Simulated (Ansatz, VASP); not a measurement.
# LiMgBr3: VASP beside Ansatz, part 3 of 3

One calculation is typed for both programs; each brings its own data sets. How far apart do they land? The cell is generated by rule, not measured, and may not be a known phase. The cell is taken from a series of runs on this material, whose earlier steps may have relaxed, scaled, displaced or heated it; both programs get it as it stands.

VASP 6.6.1 and Ansatz 0.2.0.

So far: Starting point; VASP: zone-centre phonons, PBEsol.

The structure was built from a prototype and need not be the compound's stable phase.

### 3. Ansatz: zone-centre phonons, PBEsol

Level of this step: Ansatz beside VASP: Kohn-Sham DFT, plane waves, PBEsol (Ansatz).

Ansatz runs on its PAW soft_1 files.

The same cell, functional and mesh now go to Ansatz, which takes its cutoff from its data sets.

Input file input.yaml:

```yaml
crystal:
  lattice:
    - [5.2123357539, 0.0, 0.0]
    - [0.0, 5.2123357539, 0.0]
    - [0.0, 0.0, 5.2123357539]
  atoms:
    - { symbol: Li, position: [0.0, 0.0, 0.0] }
    - { symbol: Mg, position: [0.5, 0.5, 0.5] }
    - { symbol: Br, position: [0.5, 0.5, 0.0] }
    - { symbol: Br, position: [0.5, 0.0, 0.5] }
    - { symbol: Br, position: [0.0, 0.5, 0.5] }
kpoints:
  mp_grid: { grid: [6, 6, 6] }
hamiltonian:
  xc: pbesol
  pseudopotentials: { kind: paw, azcp: { folder: soft_1 }, xc_functional: pbe }
scf:
  occupations: { method: fixed }
output:
  eigenvalues: true
phonons:
  method: dfpt
  qmesh: [2, 2, 2]
  temperatures: { t_max: 1000, t_step: 50 }
  qpath:
    path:
      - [[0.0, 0.0, 0.0], [0.0, 0.5, 0.0], [0.5, 0.5, 0.0], [0.0, 0.0, 0.0], [0.5, 0.5, 0.5], [0.0, 0.5, 0.0]]
      - [[0.5, 0.5, 0.5], [0.5, 0.5, 0.0]]
    npoints: 10
  non_analytic_term:
    high_frequency_dielectric_tensor: [[3.3007, 0.0, 0.0], [0.0, 3.3007, 0.0], [0.0, 0.0, 3.3007]]
    born_effective_charges:
      - { species: Li, tensor: [[1.4392, 0.0, 0.0], [0.0, 1.4392, 0.0], [0.0, 0.0, 1.4392]] }
      - { species: Mg, tensor: [[2.3693, 0.0, 0.0], [0.0, 2.3693, 0.0], [0.0, 0.0, 2.3693]] }
      - { species: Br, tensor: [[-0.8839, 0.0, 0.0], [0.0, -0.8839, 0.0], [0.0, 0.0, -2.0407]] }
      - { species: Br, tensor: [[-0.8839, 0.0, 0.0], [0.0, -2.0407, 0.0], [0.0, 0.0, -0.8839]] }
      - { species: Br, tensor: [[-2.0407, 0.0, 0.0], [0.0, -0.8839, 0.0], [0.0, 0.0, -0.8839]] }
    source: "zone-centre run at this cell"
```

Run with:

```bash
$ ansatz run input.yaml --threads 8 --pin off --max-ram 16384MiB --backend cpu --events-out ev --progress --plain --runs-dir out
```

Numbers of over 12 decimals in the logs are rounded to 6 here.

Output:

```text
Engine: ansatz 0.2.0, x86_64-unknown-linux-gnu
Pseudopotentials: kind: paw
Pseudopotential: Li, paw, valence charge 3, recommended cutoff 420 eV (normal), soft_1/Li.paw.azcp
Pseudopotential: Mg, paw, valence charge 10, recommended cutoff 420 eV (normal), soft_1/Mg.paw.azcp
Pseudopotential: Br, paw, valence charge 7, recommended cutoff 420 eV (normal), soft_1/Br.paw.azcp
Functional definition: PBEsol
  exchange = pbesol_x
  correlation = pbesol_c
Crystal: 5 atoms, lattice volume = 141.611 Å³
Basis set: ecut = 420 eV, 2777 PW (Γ), exchange–correlation on 72×72×72 points (8 copies of the dense FFT grid, shifted against one another)
Bands: 22, of which v1, the nominal top of the filled ones, is band 17 counted from 1 (16 counted from 0)
Symmetry: 48 space group operations
k-points: 20 of 216
Non-local potential: Li, projectors of the file, l = 0: 3, l = 1: 2, l = 2: 1
Non-local potential: Mg, projectors of the file, l = 0: 3, l = 1: 2, l = 2: 1
Non-local potential: Br, projectors of the file, l = 0: 2, l = 1: 2, l = 2: 2
PAW form: soft (Blöchl's): semilocal exchange-correlation on the pseudo side does not see the compensation charge
PAW frozen core: Mg, regenerated for the run's functional, and the local potential with it (the file was generated under x = pbe(κ = 0.804, μ = 0.219515), c = pbe(β = 0.066725))
PAW frozen core: Br, regenerated for the run's functional, and the local potential with it (the file was generated under x = pbe(κ = 0.804, μ = 0.219515), c = pbe(β = 0.066725))
PAW one-centre angular grid: Li, 110 points (default); XC on 64 Gauss nodes
PAW one-centre angular grid: Mg, 110 points (default); XC on 64 Gauss nodes
PAW one-centre angular grid: Br, 110 points (default); XC on 64 Gauss nodes
Initial density: superposition of atomic densities (chi_scale 0.1, normalization cell, long waves kept (reshape's long-wave potential 0.01 eV rms))
Initial wavefunctions: pseudopotential atomic-orbital guess
Functional: x = pbesol(κ = 0.804, μ = 0.123457), c = pbesol(β = 0.046)
SCF iter   1: F=—  HF=-10331.144695 eV  |F-HF|=—  |Δ(HF+E_count)|=         —  Δρ=3.53e-2  dr2=1.38e0  ethr=3.10e-3  ⟨swp⟩=4.5  Hψ=1973  notcnv=0  defer=49
preconditioner: auto → Resta (q_TF=auto, 2.151 Å⁻¹)  ε∞=3.2  [insulator: Δε(μ)=1.745 eV  Ē_g=10.312 eV  n_scr=26 (ndim 8)  ℏωp=15.3 eV  f_vac=0.000  ε∞_Penn≈3.2]
SCF iter   2: F=—  HF=-10330.762296 eV  |F-HF|=—  |Δ(HF+E_count)|=   3.82e-1  Δρ=1.62e-2  dr2=3.75e-1  ethr=3.10e-3  ⟨swp⟩=2.4  Hψ=963  notcnv=0  defer=40
SCF iter   3: F=—  HF=-10330.696482 eV  |F-HF|=—  |Δ(HF+E_count)|=   6.58e-2  Δρ=2.43e-3  dr2=1.69e-2  ethr=1.10e-3  ⟨swp⟩=2.5  Hψ=790  notcnv=0  defer=47
SCF iter   4: F=—  HF=-10330.700295 eV  |F-HF|=—  |Δ(HF+E_count)|=   3.81e-3  Δρ=6.17e-4  dr2=1.23e-3  ethr=4.96e-5  ⟨swp⟩=2.5  Hψ=791  notcnv=0  defer=56
SCF iter   5: F=—  HF=-10330.700958 eV  |F-HF|=—  |Δ(HF+E_count)|=   6.63e-4  Δρ=1.41e-4  dr2=3.71e-5  ethr=3.61e-6  ⟨swp⟩=2.0  Hψ=619  notcnv=0  defer=56
SCF iter   6: F=—  HF=-10330.700962 eV  |F-HF|=—  |Δ(HF+E_count)|=   4.01e-6  Δρ=2.86e-5  dr2=1.38e-6  ethr=1.09e-7  ⟨swp⟩=2.6  Hψ=740  notcnv=0  defer=38
SCF iter   7: F=—  HF=-10330.700962 eV  |F-HF|=—  |Δ(HF+E_count)|=   3.64e-7  Δρ=6.10e-6  dr2=7.40e-8  ethr=4.07e-9  ⟨swp⟩=2.0  Hψ=735  notcnv=0  defer=25
SCF iter   8: F=—  HF=-10330.700962 eV  |F-HF|=—  |Δ(HF+E_count)|=   1.23e-7  Δρ=1.14e-6  dr2=2.24e-9  ethr=2.18e-10  ⟨swp⟩=2.2  Hψ=676  notcnv=0  defer=25
SCF iter   9: F=—  HF=-10330.700962 eV  |F-HF|=—  |Δ(HF+E_count)|=   4.10e-9  Δρ=2.41e-7  dr2=1.23e-10  ethr=6.60e-12  ⟨swp⟩=2.0  Hψ=707  notcnv=0  defer=25
SCF iter  10: F=-10330.700962 eV  HF=-10330.700962 eV  |F-HF|=1.09e-11  |Δ(HF+E_count)|=  1.95e-10  Δρ=6.05e-8  dr2=5.29e-12  ethr=1.00e-12  ⟨swp⟩=12.3  Hψ=2763  notcnv=0
SCF 1 converged in 10 iterations: F = -10330.700962 eV  dr2 = 5.29e-12
  greatest PAW one-centre occupation: 1.000 electrons in one spin orbital (limit 2), on the Mg atom at site 1 (counted from 0), in its partial waves of l = 0
NSCF: frozen V_eff on 20 k-points
NSCF: frozen V_eff on 64 k-points
DFPT response loops at q = (0, 0, 0) (fractional): preconditioner auto → none (the input reference at scf.mixing.eps_inf says where Resta's filter doesn't serve); β = 0.50; Broyden in place of MSR1
NSCF: frozen V_eff on 128 k-points
DFPT response loops at q = (0, 0, -0.5) (fractional): preconditioner auto → Resta (q_TF=auto, 2.151 Å⁻¹)  ε∞=4.6 (no band partly filled); β = 1.00, the filter's whole step (`scf.mixing.beta` (0.50) is not read by the response loops at its default; to damp them type it under 1.00, their step now; it binds the ground state too); Broyden in place of MSR1
NSCF: frozen V_eff on 128 k-points
DFPT response loops at q = (0, -0.5, -0.5) (fractional): mixed as the last ones told, above
NSCF: frozen V_eff on 128 k-points
DFPT response loops at q = (-0.5, -0.5, -0.5) (fractional): mixed as the last ones told, above
SCF converged after 10 iterations
Free energy (F): -10330.700962 eV
Harris-Foulkes:  -10330.700962 eV  (|F-HF|=1.09e-11)
Internal energy: -10330.700962 eV  (E = F + TS)
E sigma→0 (E₀):  -10330.700962 eV
Fermi energy:    1.967921 eV
--- Per-component energies (eV) ---
  E_band       = -537.013062
  E_kinetic    = 482.866356
  E_local      = -2981.069400  (includes V_loc(G=0)·N_el)
  E_nonlocal   = 331.303442
  E_hartree    = 1039.947863
  E_xc         = -621.077322
  E_vxc        = -374.197207  (∫ρ·V_xc dr)
  E_paw        = -7119.633098  (= ΣΔE_a)
  E_vpaw       = -75.812062  (= ΣTr[D̂ρ^β])
  E_aug_tail   = 0.000104  (compensation charges beyond the density's cutoff)
  E_ewald      = -1463.374583
  E_core_change = 0.335675  (= ΣΔE_core)
  E_smearing   = -0.000000  (= −TS)
  E_closure    = 0.000000  (closes the sum)
  Σ components = -10330.700962   (vs F -10330.700962, Δ=0.00e0)
--- Band table (eV; the first three rows and the last of 20) ---
  k-point 0: bands = [... 13 lower, 1.0803, 1.3781, 1.3781, 1.3781, 4.8368, 4.9424, 8.8370, 8.8370, ... 1 higher]
  k-point 1: bands = [... 13 lower, 0.9964, 1.0148, 1.3204, 1.3204, 5.1802, 5.3989, 8.4507, 8.8617, ... 1 higher]
  k-point 2: bands = [... 13 lower, 0.7002, 0.8906, 1.2907, 1.2907, 5.8879, 6.4824, 7.6796, 8.7094, ... 1 higher]
  k-point 19: bands = [... 13 lower, 0.7915, 1.9679, 1.9679, 1.9679, 5.5787, 7.7993, 7.7993, 7.7993, ... 1 higher]
--- Phonons (Γ-DFPT): 4 representative perturbations + reference (Σ response iterations 12) ---
  ASR residual: 1.988e-4 → 0.000e0 eV/Å²; symmetrization residual: 6.179e-7 eV/Å²
  ASR residual per site (eV/Å²): 1.53e-5 1.99e-4 4.45e-5 4.45e-5 4.45e-5
  Γ frequencies (cm⁻¹): -175.82 -175.82 -175.82 -9.94 -9.94 -9.94 0.00 0.00 0.00 83.42 83.42 83.42 238.14 238.14 238.14
--- Phonons (arbitrary-q DFPT): 4 irreducible q on the 2×2×2 mesh ---
  q = [0.0000, 0.0000, 0.0000] (star 1, of the zone-centre solve; hermiticity 1.85e-7, symmetrization 9.68e-13): -175.82 -175.82 -175.82 -9.94 -9.94 -9.94 0.00 0.00 0.00 83.42 83.42 83.42 238.14 238.14 238.14
  q = [0.0000, 0.0000, -0.5000] (star 3, 9 solved perturbations in 504 linear systems a pass and spin channel, the states on 64 of 216 k-point pairs; hermiticity 8.70e-7, symmetrization 4.35e-7): -167.05 -167.05 -19.41 -19.41 15.59 48.75 48.75 59.11 59.60 84.36 84.36 186.55 237.76 237.76 258.32
  q = [0.0000, -0.5000, -0.5000] (star 3, 9 solved perturbations in 504 linear systems a pass and spin channel, the states on 64 of 216 k-point pairs; hermiticity 3.78e-7, symmetrization 1.23e-7): -155.46 -151.19 -151.19 -66.53 35.11 35.11 66.48 66.48 79.92 91.32 124.79 184.36 237.50 270.57 270.57
  q = [-0.5000, -0.5000, -0.5000] (star 1, 4 solved perturbations in 184 linear systems a pass and spin channel, the states on 64 of 216 k-point pairs; hermiticity 5.88e-8, symmetrization 2.94e-8): -172.71 -172.71 -172.71 -66.57 -66.57 -66.57 89.67 89.67 89.67 123.17 123.17 195.93 271.69 271.69 271.69
  sum rule: each row above includes the acoustic sum rule's correction from the zone centre's row sums; it moved no ω² by more than (1.49 cm⁻¹)²
  mesh force constants: q→R imaginary residual 3.49e-18; ASR residual 1.988e-4 → 0.000e0 eV/Å²; symmetrization residual 5.329e-15 eV/Å²
  interpolated dispersion: 63 rows × 15 modes
  density of states and harmonic sums: on the 12×12×12 q-mesh, interpolated from the force constants of a 2×2×2 supercell (with the dipole–dipole term of supplied tensors)
  largest difference from the sums on the solved wave vectors: F 7.23e-2 eV, S 9.60e-5 and C_V 3.20e-5 eV/K
  zero-point energy: 0.084503 eV/cell   skipped modes (ω ≤ 0): 435, of them read as no rigid motion or as one in doubt: 432 (5.149e0 modes/cell left out, lowest -175.82 cm⁻¹)   left out of the sums: 3.43e-1 of the cell's modes: C_V's classical limit lies that fraction below 3 k_B per atom; for a crystal, a wire or a layer, F and S can be off by more, and a phonons.interpolated_qmesh denser along its periods is the remedy for the sampling
```

### 4. Differences

Known differences besides the potentials themselves: fixed occupations in Ansatz, narrow Gaussian smearing in VASP; VASP's run holds the zone centre alone; the data sets hold 34 valence electrons in Ansatz (on its PAW soft_1 files) and 26 in VASP; the cutoff is 420 eV in Ansatz and 750 eV in VASP; Ansatz makes its cores anew for this functional, VASP keeps those of its PBE data sets. Total energies have different zeros and are not compared.

The two programs side by side:

```csv
quantity,Ansatz,VASP,difference
"optical mode 1 to 3 (imaginary, printed as negative) (cm⁻¹)",-175.8,-170.0,-5.8
"optical mode 4 to 6 (imaginary, printed as negative) (cm⁻¹)",-9.9,-4.4,-5.5
optical mode 7 to 9 (cm⁻¹),83.4,84.1,-0.87 %
optical mode 10 to 12 (cm⁻¹),238.1,238.2,-0.02 %
```

Modes are paired by rising frequency, not by their patterns, so a pair may set unlike modes beside each other; they are those without the splitting of longitudinal modes.

### 5. What came out

```json
{"r.m.s. difference of the optical zone-centre modes, each program's sorted by frequency (zone-centre phonons, PBEsol)": "4.0 cm⁻¹", "difference in optical mode 7 to 9 (zone-centre phonons, PBEsol)": "-0.9 %"}
```

In words: The r.m.s. difference of the optical zone-centre modes, each program's sorted by frequency is 4.0 cm⁻¹ (zone-centre phonons, PBEsol). The data sets hold unlike numbers of valence electrons (34 in Ansatz and 26 in VASP), so part of the differences may come from the potentials. Among the rows given in per cent, the largest difference of the zone-centre phonons, PBEsol pair is in optical mode 7 to 9, -0.9 %. Such differences can come from data sets, numerical settings and the points named under the comparisons, not from the functional's error against experiment.

[Lines on the potential files, build, host, timing and source positions are cut from VASP's logs without a mark.]

[Logs are printed without paths, hosts, clocks, repeated set-up lines and the standing remarks that a program may print on its own settings, such as how far it seeks lower states.]

[Hosts, paths, dates, database ids (printed as entryN), source tags and the programs' standing remarks are cut or masked in the printed files.]
